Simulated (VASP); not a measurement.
# HfZrSe3 (Cmmm) in VASP: notebook

Runs on HfZrSe3. Level: PBE. Tasks: relaxation of cell and atoms.

Program: VASP 6.6.1. These are calculated values, not measurements. Logs are shortened: lines on timing, memory, paths and dates and some standing lists are left out, and cuts for length are marked.

### Step 1. The structure

It takes space group Cmmm (No. 65, orthorhombic). The conventional cell has a = 6.418 Å, b = 7.024 Å, c = 5.400 Å, α = 90.00°, β = 90.00°, γ = 90.00°. Zr (site symmetry mmm) is surrounded by 2 Hf at 2.70 Å. Around Hf (site symmetry mmm) lie 2 Zr at 2.70 Å. Around Se (site symmetry mm2) lie 2 Se at 1.79 to 1.81 Å. Se (site symmetry mmm) is surrounded by 2 Se at 1.81 Å.

The cell was built by a generator and needn't be a form met in nature.

### Step 2. Relaxation of cell and atoms, PBE

Contents of INCAR:

```
SYSTEM = HfZrSe3
ALGO     = Fast           ! electronic algorithm
EDIFF    = 1E-4           ! SCF threshold, eV
EDIFFG   = -0.08          ! ionic threshold
ENCUT    = 520            ! plane-wave cutoff, eV
GGA      = PE             ! functional
IBRION   = 2              ! ionic algorithm
ISIF     = 3              ! what is computed and relaxed
ISMEAR   = 0              ! smearing method
KPAR     = 2            
LASPH    = .True.         ! aspherical terms in the spheres
LCHARG   = .False.        ! write CHGCAR
LREAL    = .False.        ! projectors in reciprocal space
LWAVE    = .False.        ! write WAVECAR
NELM     = 60             ! most SCF steps
NSW      = 24             ! ionic steps
PREC     = Normal         ! precision mode
SIGMA    = 0.15           ! smearing width, eV
```

Contents of KPOINTS:

```
k-points
0
Gamma
  3 3 3
  0 0 0
```

Contents of POSCAR:

```
HfZrSe3
1.0
    3.2091554900     -3.5120946100      0.0000000000
    3.2091554900      3.5120946100      0.0000000000
    0.0000000000      0.0000000000      5.4003408500
Zr Hf Se
1 1 3
Direct
    0.0000000000      0.0000000000      0.0000000000
    0.0000000000      0.0000000000      0.5000000000
    0.5000000000      0.5000000000      0.1657391400
    0.5000000000      0.5000000000      0.8342608600
    0.5000000000      0.5000000000      0.5000000000
```

Potentials or basis: VASP PAW PBE potentials, release 64 (Zr_sv, Hf_pv, Se).

The run is started by

```console
$ cat potpaw_PBE.64/Zr_sv/POTCAR potpaw_PBE.64/Hf_pv/POTCAR potpaw_PBE.64/Se/POTCAR > POTCAR
$ mpirun -np 2 vasp_std > vasp.out
```

OUTCAR:

```text
SYSTEM = HfZrSe3
   EDIFF = 1E-4
   EDIFFG = -0.08
   ENCUT = 520
   GGA = PE
   IBRION = 2
   ISIF = 3
   ISMEAR = 0
   LASPH = .True.
   LREAL = .False.
   NELM = 60
   NSW = 24
   PREC = Normal

 ion  position               nearest neighbor table
   1  0.000  0.000  0.000-   2 2.70   2 2.70   4 3.33   3 3.33   3 3.33   4 3.33
   2  0.000  0.000  0.500-   1 2.70   1 2.70   5 3.21   5 3.21
   3  0.500  0.500  0.166-   4 1.79   5 1.81   1 3.33   1 3.33
   4  0.500  0.500  0.834-   3 1.79   5 1.81   1 3.33   1 3.33
   5  0.500  0.500  0.500-   3 1.81   4 1.81   2 3.21   2 3.21

  LATTYP: Found a base centered orthorhombic cell.
 ALAT       =     6.4183109800
 B/A-ratio  =     1.0943983926
 C/A-ratio  =     0.8413959478

  Lattice vectors:

 A1 = (   3.2091554900,  -3.5120946100,   0.0000000000)
 A2 = (   3.2091554900,   3.5120946100,   0.0000000000)
 A3 = (   0.0000000000,   0.0000000000,   5.4003408500)

Analysis of symmetry for initial positions (statically):
=====================================================================
 Subroutine PRICEL returns:
 Original cell was already a primitive cell.

 Routine SETGRP: Setting up the symmetry group for a
 base centered orthorhombic supercell.

 Subroutine GETGRP returns: Found  8 space group operations
 (whereof  8 operations were pure point group operations)
 out of a pool of  8 trial point group operations.

The static configuration has the point symmetry D_2h.

Analysis of symmetry for dynamics (positions and initial velocities):
=====================================================================
 Subroutine PRICEL returns:
 Original cell was already a primitive cell.

 Routine SETGRP: Setting up the symmetry group for a
 base centered orthorhombic supercell.

 Subroutine GETGRP returns: Found  8 space group operations
 (whereof  8 operations were pure point group operations)
 out of a pool of  8 trial point group operations.

The dynamic configuration has the point symmetry D_2h.

 Subroutine INISYM returns: Found  8 space group operations
 (whereof  8 operations are pure point group operations),
 and found     1 'primitive' translations

----------------------------------------------------------------------------------------

                                     Primitive cell

  volume of cell :     121.7329

  direct lattice vectors                    reciprocal lattice vectors
     3.209155490 -3.512094610  0.000000000     0.155804230 -0.142365185  0.000000000
     3.209155490  3.512094610  0.000000000     0.155804230  0.142365185  0.000000000
     0.000000000  0.000000000  5.400340850     0.000000000  0.000000000  0.185173497

  length of vectors
     4.757466501  4.757466501  5.400340850     0.211051662  0.211051662  0.185173497

  position of ions in fractional coordinates (direct lattice)
     0.000000000  0.000000000  0.000000000
     0.000000000  0.000000000  0.500000000
     0.500000000  0.500000000  0.165739140
     0.500000000  0.500000000  0.834260860
     0.500000000  0.500000000  0.500000000

  ion indices of the primitive-cell ions
   primitive index   ion index
                 1           1
                 2           2
                 3           3
                 4           4
                 5           5

----------------------------------------------------------------------------------------

 KPOINTS: k-points

Automatic generation of k-mesh.
 Grid dimensions read from file:
 generate k-points for:    3    3    3

 Generating k-lattice:

  Cartesian coordinates                     Fractional coordinates (reciprocal lattice)
     0.051934743 -0.047455062  0.000000000     0.333333333  0.000000000  0.000000000
     0.051934743  0.047455062  0.000000000     0.000000000  0.333333333  0.000000000
     0.000000000  0.000000000  0.061724499     0.000000000  0.000000000  0.333333333

  Length of vectors
     0.070350554  0.070350554  0.061724499

  Shift w.r.t. Gamma in fractional coordinates (k-lattice)
     0.000000000  0.000000000  0.000000000

 Subroutine IBZKPT returns following result:
 ===========================================

 Found      8 irreducible k-points:

 Following reciprocal coordinates:
            Coordinates               Weight
  0.000000  0.000000  0.000000      1.000000
  0.333333  0.000000  0.000000      4.000000
  0.333333  0.333333  0.000000      2.000000
 -0.333333  0.333333  0.000000      2.000000
  0.000000  0.000000  0.333333      2.000000
  0.333333  0.000000  0.333333      8.000000
  0.333333  0.333333  0.333333      4.000000
 -0.333333  0.333333  0.333333      4.000000
   k-points           NKPTS =      8   k-points in BZ     NKDIM =      8   number of bands    NBANDS=     24
   number of dos      NEDOS =    301   number of ions     NIONS =      5
   total plane-waves  NPLWV =  23520
   dimension x,y,z NGX =    28 NGY =   28 NGZ =   30
   dimension x,y,z NGXF=    56 NGYF=   56 NGZF=   60
   ions per type =               1   1   3
   NGX,Y,Z   is equivalent  to a cutoff of   9.78,  9.78,  9.24 a.u.
   NGXF,Y,Z  is equivalent  to a cutoff of  19.57, 19.57, 18.47 a.u.
 SYSTEM =  HfZrSe3
   PREC   = normal    normal or accurate (medium, high low for compatibility)
   ISTART =      0    job   : 0-new  1-cont  2-samecut
   ICHARG =      2    charge: 1-file 2-atom 10-const
   ISPIN  =      1    spin polarized calculation?
   LNONCOLLINEAR =      F non collinear calculations
   LSORBIT =      F    spin-orbit coupling
   LASPH  =      T    aspherical Exc in radial PAW
   ENCUT  =  520.0 eV  38.22 Ry    6.18 a.u.   8.85  8.85 10.04*2*pi/ulx,y,z
   NELM   =     60;   NELMIN=  2; NELMDL= -5     # of ELM steps
   EDIFF  = 0.1E-03   stopping-criterion for ELM
   LREAL  =      F    real-space projection
   EDIFFG = -.8E-01   stopping-criterion for IOM
   NSW    =     24    number of steps for IOM
   IBRION =      2    ionic relax: 0-MD 1-quasi-New 2-CG
   NFREE  =      1    steps in history (QN), initial steepest desc. (CG)
   ISIF   =      3    stress and relaxation
   ISYM   =      2    0-nonsym 1-usesym 2-fastsym
   POTIM  = 0.5000    time-step for ionic-motion
   TEBEG  =    0.0;   TEEND  =   0.0 temperature during run
   PSTRESS=    0.0 pullay stress
   NELECT =      40.0000    total number of electrons
   NUPDOWN=      -1.0000    fix difference up-down
   EMIN   =  10.00;   EMAX   =-10.00  energy-range for DOS
   EFERMI =   0.00;   METHOD = LEGACY
   ISMEAR =     0;   SIGMA  =   0.15  broadening in eV -4-tet -1-fermi 0-gaus
   EFERMI_NEDOS =   21; number of points for ismear=-14 and -15
   IALGO  =     68    algorithm
   IMIX   =      4    mixing-type and parameters
     AMIX     =   0.40;   BMIX     =  1.00
     AMIX_MAG =   1.60;   BMIX_MAG =  1.00
  volume/ion in A,a.u.               =      24.35       164.30
  Fermi-wavevector in a.u.,A,eV,Ry     =   1.129689  2.134802 17.363708  1.276197
  Thomas-Fermi vector in A             =   2.266383
   LORBIT       =      0    0 simple, 1 ext, 2 COOP (PROOUT), +10 PAW based schemes
   GGA     = PE    functional components
   LHFCALC =     F    Hartree Fock is set to
   AEXX    =    0.0000 exact exchange contribution
   IVDW    =     0    specifies the selected vdW correction
   LEPSILON=     F    determine dielectric tensor
   LRPA    =     F    only Hartree local field effects (RPA)
 conjugate gradient relaxation of ions
 non-spin polarized calculation
 RMM-DIIS sequential band-by-band and
 Gauss-broadening in eV      SIGMA  =   0.15
  energy-cutoff  :      520.00
  volume of cell :      121.73
 maximum number of plane-waves:      3294
   NGX = 17   NGY = 17   NGZ = 21

--------------------------------------- Ionic step        1  -------------------------------------------

 number of electron      40.0000002 magnetization

 Free energy of the ion-electron system (eV)
  ---------------------------------------------------
  ext. energy  EPLUGINS =         0.00000000
  ---------------------------------------------------
  free energy    TOTEN  =        -6.76858866 eV

  energy without entropy =       -6.70253663  energy(sigma->0) =       -6.73556264

 E-fermi :   5.9209     XC(G=0):  -9.8165

 val. band max:        5.9112813753   @ k =   0.3333   0.0000   0.0000
 cond. band min:       5.9806457855   @ k =   0.3333   0.3333   0.3333
 fundamental gap:      0.0693644102
 Fermi energy:         5.9209278401

 k-point     1 :       0.0000    0.0000    0.0000
  band No.  band energies     occupation
      1     -43.2334      2.00000
      2     -25.6053      2.00000
      3     -25.5224      2.00000
      4     -25.3159      2.00000
      5     -21.4885      2.00000
      6     -21.3885      2.00000
[... 241 lines left out ...]
  energy  without entropy=       -6.7025366316  energy(sigma->0) =       -6.73556264

--------------------------------------- Ionic step        2  -------------------------------------------

 number of electron      40.0000423 magnetization

------------------------ aborting loop EDIFF was not reached (unconverged)  ----------------------------

  FORCE on cell =-STRESS in cart. coord.  units (eV):
  Direction    XX          YY          ZZ          XY          YZ          ZX
  --------------------------------------------------------------------------------------
  -------------------------------------------------------------------------------------
  Total      -12.5416382    -13.4554492    -75.6823435      0.0000000      0.0000000      0.0000000
  in kB      -74.9310238    -80.3906604   -452.1702332      0.0000000      0.0000000      0.0000000
  external PRESSURE =    -202.4973058 kB  Pullay stress =       0.0000000 kB

 VOLUME and BASIS-vectors are now :
 -----------------------------------------------------------------------------
  energy-cutoff  :      520.00
  volume of cell :      268.17
      direct lattice vectors                 reciprocal lattice vectors
     3.026810696 -3.397209308  0.000000000     0.165190377 -0.147179627  0.000000000
     3.026810696  3.397209308  0.000000000     0.165190377  0.147179627  0.000000000
     0.000000000  0.000000000 13.039640681     0.000000000  0.000000000  0.076689230
[... 276 lines left out ...]
     23       6.5890      0.00000
     24       6.9914      0.00000

[... ionic steps 4 to 12 ...]

--------------------------------------- Ionic step       13  -------------------------------------------

 number of electron      39.9999973 magnetization

------------------------ aborting loop because EDIFF is reached ----------------------------------------

  FORCE on cell =-STRESS in cart. coord.  units (eV):
  Direction    XX          YY          ZZ          XY          YZ          ZX
  --------------------------------------------------------------------------------------
  -------------------------------------------------------------------------------------
  Total       -0.4064519      1.6391080      0.6119997      0.0000000      0.0000000      0.0000000
  in kB       -5.6311576     22.7088994      8.4789039      0.0000000      0.0000000      0.0000000
  external PRESSURE =       8.5188819 kB  Pullay stress =       0.0000000 kB
[... 63 lines left out ...]
  energy  without entropy=      -31.5463349111  energy(sigma->0) =      -31.56226805

--------------------------------------- Ionic step       15  -------------------------------------------

 number of electron      39.9999932 magnetization

 Free energy of the ion-electron system (eV)
  ---------------------------------------------------
  ext. energy  EPLUGINS =         0.00000000
  ---------------------------------------------------
  free energy    TOTEN  =       -31.57874170 eV

  energy without entropy =      -31.54766704  energy(sigma->0) =      -31.56320437

 E-fermi :   5.7440     XC(G=0): -10.1265

 val. band max:        5.6031679773   @ k =  -0.3333   0.3333   0.0000
 cond. band min:       5.7691954661   @ k =   0.3333   0.0000   0.0000
 fundamental gap:      0.1660274888
 Fermi energy:         5.7439649479

 k-point     1 :       0.0000    0.0000    0.0000
  band No.  band energies     occupation
      1     -43.8800      2.00000
      2     -26.4080      2.00000
      3     -26.4056      2.00000
      4     -26.2084      2.00000
      5     -21.9542      2.00000
      6     -21.7737      2.00000
[... 237 lines left out ...]
  FREE ENERGIE OF THE ION-ELECTRON SYSTEM (eV)
  ---------------------------------------------------
  free  energy   TOTEN  =       -31.5787417035 eV

  energy  without entropy=      -31.5476670436  energy(sigma->0) =      -31.56320437

 reached required accuracy - stopping structural energy minimisation
```

It took 2.3 min on 2 MPI ranks of Intel Xeon Platinum 8488C (Sapphire Rapids), shared host; peak memory 0.17 GiB.

Results:

| Item | Value |
| --- | --- |
| Free energy | -31.5787 eV |
| Relaxed volume | 23.51 Å³/atom |
| Relaxed cell | a = 3.592 Å, b = 3.592 Å, c = 9.111 Å, α = 90.00°, β = 90.00°, γ = 90.07° |
| Space group after relaxing (to 0.05 Å) | P4/mmm (No. 123) |
| Energy gained by relaxing | 4962.0 meV/atom |
| Ionic steps | 15 |
| Pressure after relaxing | -0.2 GPa |
| Largest force after relaxing | 0.037 eV/Å |
| Band gap on the k mesh | none (metal or under the smearing width) |

Forces on the atoms (eV/Å):
```
Zr   0.000  0.000  0.000
Hf   0.000  0.000  0.000
Se   0.000  0.000 -0.037
Se   0.000  0.000  0.037
Se   0.000  0.000  0.000
```

Step by step:
```tsv
step	energy change (eV)	largest force (eV/Å)	pressure (GPa)	volume (Å³)
1	0.0000	0.8383	60.25	121.73
2	19.9407	0.1998	-20.25	268.17
3	-16.8181	0.7827	-11.14	176.76
4	-18.3495	0.6438	-10.95	174.35
5	-22.8232	0.8034	-7.78	130.04
6	-23.5795	0.6151	0.11	116.19
7	-23.5776	0.5203	2.77	113.33
8	-23.8757	0.1348	18.60	101.47
9	-24.4611	0.3486	8.11	106.39
10	-24.6101	0.6655	-4.41	121.07
11	-24.7412	0.5640	-0.20	114.51
12	-24.7838	0.3271	0.28	115.12
13	-24.7973	0.1132	0.85	115.64
14	-24.8096	0.0226	-0.24	117.88
15	-24.8102	0.0375	-0.16	117.55
```

Final structure:
```
Zr Hf Se
1.0
     2.53840   -2.54140    0.00000
     2.53840    2.54140    0.00000
     0.00000    0.00000    9.11109
Zr Hf Se
1 1 3
Cartesian
  0.0000 0.0000 0.0000
  0.0000 0.0000 4.5555
  2.5384 0.0000 1.4235
  2.5384 0.0000 7.6876
  2.5384 0.0000 4.5555
```

Caveat: the k mesh is coarse (spacing up to 0.44 Å⁻¹), so the values aren't converged; this functional lacks dispersion, which binds the layers, so the pressure and a relaxed spacing across them are unreliable; the relaxation stopped at a loose force limit of 0.08 eV/Å, so its end isn't a converged minimum. The run has no spin-orbit coupling, so splittings on Hf are missing.

### Step 3. Relaxation of cell and atoms, PBE

This run uses another cell than the first one, of 19.64 Å³/atom, 0.807 times its volume.

INCAR is that of step 2.

KPOINTS is that of step 2.

Contents of POSCAR:

```
HfZrSe3
1.0
    4.6137766700      0.0000000000      0.0000000000
    0.0000000000      4.6137766700      0.0000000000
    0.0000000000      0.0000000000      4.6137766700
Zr Hf Se
1 1 3
Direct
    0.5000000000      0.5000000000      0.5000000000
    0.0000000000      0.0000000000      0.0000000000
    0.5000000000      0.5000000000      0.0000000000
    0.0000000000      0.5000000000      0.5000000000
    0.5000000000      0.0000000000      0.5000000000
```

Potentials or basis: VASP PAW PBE potentials, release 64 (Zr_sv, Hf_pv, Se).

The run is started by

```console
$ cat potpaw_PBE.64/Zr_sv/POTCAR potpaw_PBE.64/Hf_pv/POTCAR potpaw_PBE.64/Se/POTCAR > POTCAR
$ mpirun -np 2 vasp_std > vasp.out
```

Run time: 30 s. Hardware: 2 MPI ranks of Intel Xeon Platinum 8488C (Sapphire Rapids), shared host; peak memory 0.15 GiB.

The run converged. Its results:

- Free energy: -29.6294 eV
- Relaxed volume: 26.75 Å³/atom
- Relaxed cell: a = 5.114 Å, b = 5.114 Å, c = 5.114 Å, α = 90.00°, β = 90.00°, γ = 90.00°
- Space group after relaxing (to 0.05 Å): Pm-3m (No. 221)
- Energy gained by relaxing: 682.9 meV/atom
- Ionic steps: 4
- Pressure after relaxing: -0.4 GPa

Step by step:
| step | energy change (eV) | largest force (eV/Å) | pressure (GPa) | volume (Å³) |
| --- | --- | --- | --- | --- |
| 1 | 0.0000 | 0.0000 | 41.08 | 98.21 |
| 2 | -0.8080 | 0.0000 | -10.85 | 188.59 |
| 3 | -3.4071 | 0.0000 | -1.14 | 135.24 |
| 4 | -3.4144 | 0.0000 | -0.45 | 133.73 |

Final structure:
```xyz
5
Lattice="5.1138 0.0000 0.0000 0.0000 5.1138 0.0000 0.0000 0.0000 5.1138" Properties=species:S:1:pos:R:3 pbc="T T T"
Zr    2.5569    2.5569    2.5569
Hf    0.0000    0.0000    0.0000
Se    2.5569    2.5569    0.0000
Se    0.0000    2.5569    2.5569
Se    2.5569    0.0000    2.5569
```

Levels at points of the mesh, in eV from the Fermi level:
```
           k point  band 18  band 19  band 20  band 21  band 22  band 23
(0.00, 0.00, 0.00)    -1.10    -1.10    -1.10    -0.75    -0.75    -0.75
```

Caveat: the k mesh is coarse (spacing up to 0.45 Å⁻¹), so the values aren't converged; the volume moved by over 15 % at a fixed basis, so the end points are rough; the bands computed are all filled at some k points, so no gap is given; the relaxation stopped at a loose force limit of 0.08 eV/Å, so its end isn't a converged minimum.
